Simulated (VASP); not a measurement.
Method: revTPSS meta-GGA, VASP's PBE PAW potentials (set 64) (plane waves; VASP).

VASP input:

**POSCAR**
```
Te
1
    2.2161286683    -3.8384471547     0.0000000000
    2.2161286683     3.8384471547    -0.0000000000
    0.0000000000    -0.0000000000     6.0364433892
Te
3
Direct
  0.0000000000   0.2657671086   0.6666670000
  0.7342328914   0.7342328914   0.0000000000
  0.2657671086   0.0000000000   0.3333330000
```

**KPOINTS**
```
Automatic mesh
0
Gamma
5 5 4
0 0 0
```

### INCAR
```
# general
SYSTEM =Te
PREC   =Accurate
ENCUT  =520   # plane-wave cut-off (eV)
LREAL  =F
LASPH  =T   # aspherical one-centre terms

# electronic loop
EDIFF  =1E-6   # SCF stop (eV)
NELM   =100
ALGO   =Normal   # blocked Davidson
LMAXMIX=4
LMIXTAU=T

# smearing
ISMEAR =0   # Gaussian
SIGMA  =0.05

# functional
METAGGA=RTPSS

# ions
IBRION =2
NSW    =60   # most ionic steps
ISIF   =3
EDIFFG =-0.02

# output
LWAVE  =F
LCHARG =F
```

POTCAR, in this order: Te (PBE.64 set). Program: vasp_std.

**Question.** What will the output report for the number of irreducible k-points (NKPTS), largest plane-wave count, number of space-group operations, FFT grid (NGX, NGY, NGZ)?

**Answer.** 
```json
{
 "number of irreducible k-points (NKPTS)": "17",
 "largest_plane_wave_count": "2777",
 "number_of_space_group_operations": "6",
 "FFT grid (NGX, NGY, NGZ)": "36 × 36 × 48"
}
```

The compound is Te in the trig structure. This run relaxes it. Symmetry was kept, so distortions that lower it aren't found. The start is the result of an earlier pass.
